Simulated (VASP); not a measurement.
# Ta2SiC (P4/mmm) in VASP: reference runs

Aim: a first look at Ta2SiC with PBE, on the cell as given.

All numbers are computed with VASP 6.6.1; they aren't measurements. Logs are shortened: lines on timing, memory, paths and dates and some standing lists are left out, and cuts for length are marked.

## 1. The crystal as given

It takes space group P4/mmm (No. 123, tetragonal). The conventional cell has a = 2.726 Å, b = 2.726 Å, c = 9.429 Å, α = 90.00°, β = 90.00°, γ = 90.00°. Ta (site symmetry 4mm) is surrounded by 1 C at 2.06 Å. Around Si (site symmetry 4/mmm) lie 2 Ta at 2.66 Å and 4 Si at 2.73 Å. C (site symmetry 4/mmm) has 2 Ta at 2.06 Å as nearest neighbours.

The cell was built by a generator and needn't be a form met in nature.

## 2. Single point, PBE

Contents of INCAR:

```
ALGO     = Normal         # electronic algorithm
EDIFF    = 1E-7           # SCF threshold, eV
ENCUT    = 520            # plane-wave cutoff, eV
GGA      = PE             # functional
ISIF     = 2              # what is computed and relaxed
ISMEAR   = -1             # smearing method
LASPH    = True           # aspherical terms in the spheres
LCHARG   = False          # write CHGCAR
LREAL    = False          # projectors in reciprocal space
LWAVE    = False          # write WAVECAR
NBANDS   = 23             # bands
NELM     = 60             # most SCF steps
PREC     = Accurate       # precision mode
SIGMA    = 0.05           # smearing width, eV
```

Contents of KPOINTS:

```
k-points
0
Gamma
  10 10 3
```

Contents of POSCAR:

```
Ta2SiC
1.0
    2.7255100000      0.0000000000      0.0000000000
    0.0000000000      2.7255100000      0.0000000000
    0.0000000000      0.0000000000      9.4291200000
Ta Si C
2 1 1
Direct
    0.0000000000      0.0000000000      0.7816400000
    0.0000000000      0.0000000000      0.2183600000
    0.0000000000      0.0000000000      0.5000000000
    0.0000000000      0.0000000000      0.0000000000
```

Potentials or basis: VASP PAW PBE potentials, release 64 (Ta_pv, Si, C).

The run is started by

```
$ cat potpaw_PBE.64/Ta_pv/POTCAR potpaw_PBE.64/Si/POTCAR potpaw_PBE.64/C/POTCAR > POTCAR
$ mpirun -np 1 vasp_std > vasp.out
```

OUTCAR:

```text
EDIFF = 1E-7
   ENCUT = 520
   GGA = PE
   ISIF = 2
   ISMEAR = -1
   LASPH = True
   LREAL = False
   NELM = 60
   PREC = Accurate

 ion  position               nearest neighbor table
   1  0.000  0.000  0.782-   4 2.06   3 2.66
   2  0.000  0.000  0.218-   4 2.06   3 2.66
   3  0.000  0.000  0.500-   1 2.66   2 2.66
   4  0.000  0.000  0.000-   1 2.06   2 2.06

  LATTYP: Found a simple tetragonal cell.
 ALAT       =     2.7255100000
 C/A-ratio  =     3.4595800419

  Lattice vectors:

 A1 = (   2.7255100000,   0.0000000000,   0.0000000000)
 A2 = (   0.0000000000,   2.7255100000,   0.0000000000)
 A3 = (   0.0000000000,   0.0000000000,   9.4291200000)

Analysis of symmetry for initial positions (statically):
=====================================================================
 Subroutine PRICEL returns:
 Original cell was already a primitive cell.

 Routine SETGRP: Setting up the symmetry group for a
 simple tetragonal supercell.

 Subroutine GETGRP returns: Found 16 space group operations
 (whereof 16 operations were pure point group operations)
 out of a pool of 16 trial point group operations.

The static configuration has the point symmetry D_4h.

Analysis of symmetry for dynamics (positions and initial velocities):
=====================================================================
 Subroutine PRICEL returns:
 Original cell was already a primitive cell.

 Routine SETGRP: Setting up the symmetry group for a
 simple tetragonal supercell.

 Subroutine GETGRP returns: Found 16 space group operations
 (whereof 16 operations were pure point group operations)
 out of a pool of 16 trial point group operations.

The dynamic configuration has the point symmetry D_4h.

 Subroutine INISYM returns: Found 16 space group operations
 (whereof 16 operations are pure point group operations),
 and found     1 'primitive' translations

----------------------------------------------------------------------------------------

                                     Primitive cell

  volume of cell :      70.0433

  direct lattice vectors                    reciprocal lattice vectors
     2.725510000  0.000000000  0.000000000     0.366903809  0.000000000  0.000000000
     0.000000000  2.725510000  0.000000000     0.000000000  0.366903809  0.000000000
     0.000000000  0.000000000  9.429120000     0.000000000  0.000000000  0.106054436

  length of vectors
     2.725510000  2.725510000  9.429120000     0.366903809  0.366903809  0.106054436

  position of ions in fractional coordinates (direct lattice)
     0.000000000  0.000000000  0.781640000
     0.000000000  0.000000000  0.218360000
     0.000000000  0.000000000  0.500000000
     0.000000000  0.000000000  0.000000000

  ion indices of the primitive-cell ions
   primitive index   ion index
                 1           1
                 2           2
                 3           3
                 4           4

----------------------------------------------------------------------------------------

 KPOINTS: k-points

Automatic generation of k-mesh.
 Grid dimensions read from file:
 generate k-points for:   10   10    3

 Generating k-lattice:

  Cartesian coordinates                     Fractional coordinates (reciprocal lattice)
     0.036690381  0.000000000  0.000000000     0.100000000  0.000000000  0.000000000
     0.000000000  0.036690381  0.000000000     0.000000000  0.100000000  0.000000000
     0.000000000  0.000000000  0.035351479     0.000000000  0.000000000  0.333333333

  Length of vectors
     0.036690381  0.036690381  0.035351479

  Shift w.r.t. Gamma in fractional coordinates (k-lattice)
     0.000000000  0.000000000  0.000000000

 Subroutine IBZKPT returns following result:
 ===========================================

 Found     42 irreducible k-points:

 Following reciprocal coordinates:
            Coordinates               Weight
  0.000000  0.000000  0.000000      1.000000
  0.100000  0.000000  0.000000      4.000000
  0.200000  0.000000  0.000000      4.000000
  0.300000  0.000000  0.000000      4.000000
  0.400000  0.000000  0.000000      4.000000
  0.500000  0.000000  0.000000      2.000000
[... 16 lines left out ...]
  0.100000  0.000000  0.333333      8.000000
  0.200000  0.000000  0.333333      8.000000
 [... further k-points ...]
   k-points           NKPTS =     42   k-points in BZ     NKDIM =     42   number of bands    NBANDS=     23
   number of dos      NEDOS =    301   number of ions     NIONS =      4
   total plane-waves  NPLWV =  28000
   dimension x,y,z NGX =    20 NGY =   20 NGZ =   70
   dimension x,y,z NGXF=    40 NGYF=   40 NGZF=  140
   ions per type =               2   1   1
   NGX,Y,Z   is equivalent  to a cutoff of  12.20, 12.20, 12.34 a.u.
   NGXF,Y,Z  is equivalent  to a cutoff of  24.40, 24.40, 24.68 a.u.
 SYSTEM =  unknown system
   PREC   = accura    normal or accurate (medium, high low for compatibility)
   ISTART =      0    job   : 0-new  1-cont  2-samecut
   ICHARG =      2    charge: 1-file 2-atom 10-const
   ISPIN  =      1    spin polarized calculation?
   LNONCOLLINEAR =      F non collinear calculations
   LSORBIT =      F    spin-orbit coupling
   LASPH  =      T    aspherical Exc in radial PAW
   ENCUT  =  520.0 eV  38.22 Ry    6.18 a.u.   5.07  5.07 17.53*2*pi/ulx,y,z
   NELM   =     60;   NELMIN=  2; NELMDL= -5     # of ELM steps
   EDIFF  = 0.1E-06   stopping-criterion for ELM
   LREAL  =      F    real-space projection
   EDIFFG = 0.1E-05   stopping-criterion for IOM
   NSW    =      0    number of steps for IOM
   IBRION =     -1    ionic relax: 0-MD 1-quasi-New 2-CG
   NFREE  =      0    steps in history (QN), initial steepest desc. (CG)
   ISIF   =      2    stress and relaxation
   ISYM   =      2    0-nonsym 1-usesym 2-fastsym
   POTIM  = 0.5000    time-step for ionic-motion
   TEBEG  =    0.0;   TEEND  =   0.0 temperature during run
   PSTRESS=    0.0 pullay stress
   NELECT =      30.0000    total number of electrons
   NUPDOWN=      -1.0000    fix difference up-down
   EMIN   =  10.00;   EMAX   =-10.00  energy-range for DOS
   EFERMI =   0.00;   METHOD = LEGACY
   ISMEAR =    -1;   SIGMA  =   0.05  broadening in eV -4-tet -1-fermi 0-gaus
   EFERMI_NEDOS =   21; number of points for ismear=-14 and -15
   IALGO  =     38    algorithm
   IMIX   =      4    mixing-type and parameters
     AMIX     =   0.40;   BMIX     =  1.00
     AMIX_MAG =   1.60;   BMIX_MAG =  1.00
  volume/ion in A,a.u.               =      17.51       118.17
  Fermi-wavevector in a.u.,A,eV,Ry     =   1.234032  2.331982 20.719420  1.522834
  Thomas-Fermi vector in A             =   2.368738
   LORBIT       =      0    0 simple, 1 ext, 2 COOP (PROOUT), +10 PAW based schemes
   GGA     = PE    functional components
[... 5 lines left out ...]
 non-spin polarized calculation
  energy-cutoff  :      520.00
  volume of cell :       70.04
 maximum number of plane-waves:      1922
   NGX = 11   NGY = 11   NGZ = 35

 number of electron      30.0000009 magnetization

 Free energy of the ion-electron system (eV)
  ---------------------------------------------------
  ext. energy  EPLUGINS =         0.00000000
  ---------------------------------------------------
  free energy    TOTEN  =       -33.15117030 eV

  energy without entropy =      -33.13390592  energy(sigma->0) =      -33.14253811

 E-fermi :   4.9615     XC(G=0): -11.1396

 val. band max:        4.9254041606   @ k =   0.5000   0.2000   0.3333
 cond. band min:       5.0178381355   @ k =   0.3000   0.2000   0.3333
 fundamental gap:      0.0924339749
 Fermi energy:         4.9615282424

 k-point     1 :       0.0000    0.0000    0.0000
  band No.  band energies     occupation
      1     -29.3397      2.00000
      2     -29.3255      2.00000
      3     -28.6288      2.00000
      4     -28.6288      2.00000
      5     -28.6280      2.00000
      6     -28.6280      2.00000
[... 15 lines left out ...]
     22      11.1219      0.00000
     23      11.1295      0.00000

 k-point     2 :       0.1000    0.0000    0.0000
  band No.  band energies     occupation
      1     -29.3258      2.00000
      2     -29.3120      2.00000
      3     -28.7541      2.00000
      4     -28.7530      2.00000
      5     -28.6184      2.00000
      6     -28.6175      2.00000
[... 15 lines left out ...]
     22      10.6373      0.00000
     23      10.7078      0.00000

 k-point     3 :       0.2000    0.0000    0.0000
  band No.  band energies     occupation
      1     -29.2893      2.00000
      2     -29.2765      2.00000
      3     -29.0720      2.00000
      4     -29.0707      2.00000
      5     -28.5909      2.00000
      6     -28.5900      2.00000
[... 15 lines left out ...]
     22       9.5656      0.00000
     23      10.0830      0.00000

 k-point     4 :       0.3000    0.0000    0.0000
  band No.  band energies     occupation
      1     -29.4470      2.00000
      2     -29.4454      2.00000
      3     -29.2439      2.00000
      4     -29.2321      2.00000
      5     -28.5567      2.00000
      6     -28.5558      2.00000
[... 15 lines left out ...]
     22       9.1463      0.00000
     23       9.4973      0.00000

 k-point     5 :       0.4000    0.0000    0.0000
  band No.  band energies     occupation
      1     -29.7374      2.00000
      2     -29.7356      2.00000
      3     -29.2067      2.00000
      4     -29.1960      2.00000
      5     -28.5288      2.00000
      6     -28.5280      2.00000
[... 15 lines left out ...]
     22       9.3188      0.00000
     23       9.5124      0.00000

 k-point     6 :       0.5000    0.0000    0.0000
  band No.  band energies     occupation
      1     -29.8455      2.00000
      2     -29.8437      2.00000
      3     -29.1924      2.00000
      4     -29.1821      2.00000
      5     -28.5182      2.00000
      6     -28.5173      2.00000
[... 15 lines left out ...]
     22       9.3869      0.00000
     23       9.5781      0.00000

 k-point     7 :       0.1000    0.1000    0.0000
  band No.  band energies     occupation
      1     -29.3121      2.00000
      2     -29.2986      2.00000
      3     -28.7495      2.00000
      4     -28.7485      2.00000
      5     -28.7365      2.00000
      6     -28.7356      2.00000
[... 353 lines left out ...]
     22       9.9035      0.00000
     23      10.7675      0.00000

 k-point    21 :       0.5000    0.5000    0.0000
  band No.  band energies     occupation
      1     -29.6810      2.00000
      2     -29.6810      2.00000
      3     -29.6794      2.00000
      4     -29.6794      2.00000
      5     -29.0563      2.00000
      6     -29.0488      2.00000
[... 15 lines left out ...]
     22      11.0818      0.00000
     23      11.0818      0.00000

 k-point    22 :       0.0000    0.0000    0.3333
  band No.  band energies     occupation
      1     -29.3388      2.00000
      2     -29.3264      2.00000
      3     -28.6288      2.00000
      4     -28.6288      2.00000
      5     -28.6280      2.00000
      6     -28.6279      2.00000
[... 15 lines left out ...]
     22      11.1224      0.00000
     23      11.1289      0.00000

 k-point    23 :       0.1000    0.0000    0.3333
  band No.  band energies     occupation
      1     -29.3250      2.00000
      2     -29.3129      2.00000
      3     -28.7541      2.00000
      4     -28.7531      2.00000
      5     -28.6184      2.00000
      6     -28.6175      2.00000
[... 15 lines left out ...]
     22      10.6322      0.00000
     23      10.7564      0.00000

 k-point    24 :       0.2000    0.0000    0.3333
  band No.  band energies     occupation
      1     -29.2885      2.00000
      2     -29.2773      2.00000
      3     -29.0720      2.00000
      4     -29.0707      2.00000
      5     -28.5909      2.00000
      6     -28.5900      2.00000
[... 15 lines left out ...]
     22       9.5617      0.00000
     23      10.1813      0.00000

 [... further k-points ...]
[... 5 lines left out ...]
  --------------------------------------------------------------------------------------
  -------------------------------------------------------------------------------------
  Total       -0.0256431     -0.0256431     -0.1389033      0.0000000     -0.0000000      0.0000000
  in kB       -0.5865630     -0.5865630     -3.1772875      0.0000000     -0.0000000      0.0000000
  external PRESSURE =      -1.4501379 kB  Pullay stress =       0.0000000 kB

 VOLUME and BASIS-vectors are now :
 -----------------------------------------------------------------------------
  energy-cutoff  :      520.00
  volume of cell :       70.04
      direct lattice vectors                 reciprocal lattice vectors
     2.725510000  0.000000000  0.000000000     0.366903809  0.000000000  0.000000000
     0.000000000  2.725510000  0.000000000     0.000000000  0.366903809  0.000000000
     0.000000000  0.000000000  9.429120000     0.000000000  0.000000000  0.106054436

 POSITION                                       TOTAL-FORCE (eV/Angst)
 -----------------------------------------------------------------------------------
      0.00000      0.00000      7.37018        -0.000000      0.000000      0.107793
      0.00000      0.00000      2.05894         0.000000      0.000000     -0.107793
      0.00000      0.00000      4.71456         0.000000     -0.000000      0.000000
      0.00000      0.00000      0.00000         0.000000     -0.000000      0.000000
 -----------------------------------------------------------------------------------
    total drift:                                0.000000      0.000000      0.000000

  FREE ENERGIE OF THE ION-ELECTRON SYSTEM (eV)
  ---------------------------------------------------
  free  energy   TOTEN  =       -33.1511703045 eV

  energy  without entropy=      -33.1339059170  energy(sigma->0) =      -33.14253811
```

Wall time 49 s (1 thread of Intel Xeon Platinum 8488C (Sapphire Rapids), shared host); peak memory 0.2 GiB.

What came out:

| Property | Result |
| --- | --- |
| Free energy | -33.1512 eV |
| Pressure | -0.1 GPa |
| Largest force | 0.108 eV/Å |
| Band gap on the k mesh | none (metal or under the smearing width) |

Forces on the atoms (eV/Å):
```
Ta   0.000  0.000  0.108
Ta   0.000  0.000 -0.108
Si   0.000  0.000  0.000
C    0.000  0.000  0.000
```

Stress tensor (GPa, compression positive):
```
-0.06  0.00  0.00
 0.00 -0.06  0.00
 0.00  0.00 -0.32
```
